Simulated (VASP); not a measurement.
Given:

```
CELL_PARAMETERS angstrom
     10.93707     0.00000     0.00000
      0.00000    10.93707     0.00000
      0.00000     0.00000    10.93707
ATOMIC_POSITIONS crystal
  Si 0.50000 0.00000 0.00000
  Si 0.62500 0.12500 0.12500
  Si 0.75000 0.25000 0.00000
  Si 0.87500 0.37500 0.12500
  Si 0.75000 0.00000 0.25000
  Si 0.87500 0.12500 0.37500
  Si 0.00000 0.00000 0.00000
  Si 0.12500 0.12500 0.12500
  Si 0.25000 0.25000 0.00000
  Si 0.37500 0.37500 0.12500
  Si 0.50000 0.50000 0.00000
  Si 0.62500 0.62500 0.12500
  Si 0.75000 0.75000 0.00000
  Si 0.87500 0.87500 0.12500
  Si 0.25000 0.00000 0.25000
  Si 0.37500 0.12500 0.37500
  Si 0.50383 0.24897 0.24811
  Si 0.75108 0.49970 0.24775
  Si 0.87500 0.62500 0.37500
  Si 0.50000 0.00000 0.50000
  Si 0.62500 0.12500 0.62500
  Si 0.75037 0.25422 0.50077
  Si 0.87500 0.37500 0.62500
  Si 0.75000 0.00000 0.75000
  Si 0.87500 0.12500 0.87500
  Si 0.00000 0.50000 0.00000
  Si 0.12500 0.62500 0.12500
  Si 0.25000 0.75000 0.00000
  Si 0.37500 0.87500 0.12500
  Si 0.00000 0.25000 0.25000
  Si 0.12500 0.37500 0.37500
  Si 0.25000 0.50000 0.25000
  Si 0.37500 0.62500 0.37500
  Si 0.50000 0.75000 0.25000
  Si 0.62500 0.87500 0.37500
  Si 0.00000 0.00000 0.50000
  Si 0.12500 0.12500 0.62500
  Si 0.25000 0.25000 0.50000
  Si 0.37500 0.37500 0.62500
  Si 0.62500 0.62500 0.62500
  Si 0.75000 0.75000 0.50000
  Si 0.87500 0.87500 0.62500
  Si 0.25000 0.00000 0.75000
  Si 0.37500 0.12500 0.87500
  Si 0.50000 0.25000 0.75000
  Si 0.62500 0.37500 0.87500
  Si 0.75000 0.50000 0.75000
  Si 0.87500 0.62500 0.87500
  Si 0.00000 0.75000 0.25000
  Si 0.12500 0.87500 0.37500
  Si 0.00000 0.50000 0.50000
  Si 0.12500 0.62500 0.62500
  Si 0.25000 0.75000 0.50000
  Si 0.37500 0.87500 0.62500
  Si 0.00000 0.25000 0.75000
  Si 0.12500 0.37500 0.87500
  Si 0.25000 0.50000 0.75000
  Si 0.37500 0.62500 0.87500
  Si 0.50000 0.75000 0.75000
  Si 0.62500 0.87500 0.87500
  Si 0.00000 0.75000 0.75000
  Si 0.12500 0.87500 0.87500
  Sn 0.50302 0.49701 0.50372
```

Method: PBE GGA, VASP's PBE PAW potentials (set 64) (plane waves; VASP). Numerical set-up: PREC = Normal, LREAL = Auto, ISYM = 0, EDIFF = 1E-5, 400 eV cut-off, 1×1×1 Γ-centred mesh, Gaussian smearing of 0.050 eV, potentials Si Sn.

The supercell is sampled at Γ alone, which is coarse: total energies, pressure and levels can be off, energies of defects by several tenths of an eV.

Q: The ions are relaxed. Which structure does the run end with?

A: 
```
CELL_PARAMETERS angstrom
     10.93707     0.00000     0.00000
      0.00000    10.93707     0.00000
      0.00000     0.00000    10.93707
ATOMIC_POSITIONS crystal
  Si 0.49888 0.00229 0.00237
  Si 0.62099 0.13239 0.13243
  Si 0.74727 0.25292 0.00428
  Si 0.86784 0.37911 0.13237
  Si 0.74727 0.00424 0.25293
  Si 0.86782 0.13233 0.37915
  Si 0.99934 0.00080 0.00088
  Si 0.12106 0.12703 0.12697
  Si 0.24696 0.24946 0.00000
  Si 0.37146 0.37606 0.12356
  Si 0.49967 0.50044 0.00064
  Si 0.62407 0.62860 0.12369
  Si 0.75062 0.75305 0.00000
  Si 0.87305 0.87903 0.12693
  Si 0.24713 0.00008 0.24934
  Si 0.37150 0.12350 0.37608
  Si 0.49111 0.25857 0.25857
  Si 0.74158 0.50888 0.25857
  Si 0.87660 0.62854 0.37604
  Si 0.49963 0.00051 0.50057
  Si 0.62401 0.12368 0.62863
  Si 0.74150 0.25857 0.50883
  Si 0.87642 0.37605 0.62851
  Si 0.75079 0.00016 0.75302
  Si 0.87317 0.12695 0.87915
  Si 0.99790 0.50126 0.00236
  Si 0.12339 0.62764 0.12415
  Si 0.25047 0.74971 0.99796
  Si 0.37255 0.87671 0.12419
  Si 0.99595 0.25290 0.25294
  Si 0.12440 0.37587 0.37591
  Si 0.24709 0.50090 0.24806
  Si 0.38101 0.61920 0.36795
  Si 0.49932 0.75307 0.24817
  Si 0.62435 0.87583 0.37593
  Si 0.99787 0.00229 0.50140
  Si 0.12332 0.12417 0.62766
  Si 0.24709 0.24805 0.50093
  Si 0.38107 0.36785 0.61910
  Si 0.63224 0.61906 0.61904
  Si 0.75209 0.75300 0.50085
  Si 0.87590 0.87677 0.62760
  Si 0.25051 0.99811 0.74981
  Si 0.37261 0.12419 0.87699
  Si 0.49929 0.24815 0.75315
  Si 0.62435 0.37588 0.87592
  Si 0.75207 0.50086 0.75305
  Si 0.87601 0.62756 0.87685
  Si 0.99998 0.75305 0.24937
  Si 0.12501 0.87508 0.37584
  Si 0.99961 0.50043 0.50052
  Si 0.12723 0.62380 0.62379
  Si 0.25501 0.74508 0.49796
  Si 0.37629 0.87287 0.62377
  Si 0.99992 0.24936 0.75305
  Si 0.12502 0.37603 0.87483
  Si 0.25520 0.49806 0.74495
  Si 0.37650 0.62372 0.87290
  Si 0.50213 0.74494 0.74487
  Si 0.62408 0.87510 0.87491
  Si 0.00211 0.74969 0.74973
  Si 0.12471 0.87547 0.87547
  Sn 0.55992 0.43995 0.43995
```

Q: How much energy does the relaxation gain?

A: The energy (σ→0) changes by -21.0 meV/atom, in 29 ionic steps.

The cell is a supercell with a defect, built from Si (diamond): Sn_Si-vac_Si. The run is not spin-polarised, so no state with unpaired spins was tried.
